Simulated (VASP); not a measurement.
```
CELL_PARAMETERS angstrom
      0.00000     2.51619     2.51619
      2.51619     0.00000     2.51619
      2.51619     2.51619     0.00000
ATOMIC_POSITIONS crystal
  Zr 0.00000 0.00000 0.00000
  O  0.25000 0.25000 0.25000
  O  0.75000 0.75000 0.75000
```

These are LDA (Ceperley-Alder, Perdew-Zunger), VASP's LDA PAW potentials (set 64) (plane waves; VASP 6.6.1) values and carry that method's errors. Run with 520 eV cut-off, Gaussian smearing of 0.050 eV, potentials Zr_sv O.

Q: Give the energies of bands 7 to 15 at the high-symmetry points, in eV from the valence-band maximum.

A: 
```csv
band,Γ,X,U,L,W
7,-5.49,-6.24,-5.58,-4.45,-4.97
8,-5.49,-3.23,-3.75,-4.45,-4.86
9,-5.49,-3.23,-3.18,-2.63,-2.46
10,-0.55,-1.57,-2.31,-2.53,-2.46
11,-0.55,-1.57,-1.24,-1.68,-1.43
12,-0.55,0.00,-0.35,-1.68,-0.21
13,3.32,3.77,4.04,4.02,4.48
14,3.32,4.83,4.84,4.02,4.66
15,6.64,6.18,6.48,6.44,6.60
```

The gap is indirect, 3.32 eV, from the valence maximum at X to the conduction minimum at Γ.

The compound is ZrO2 in the fluorite structure, the high-temperature cubic form, which is unstable at 0 K; the monoclinic form is the stable one. It was relaxed first.
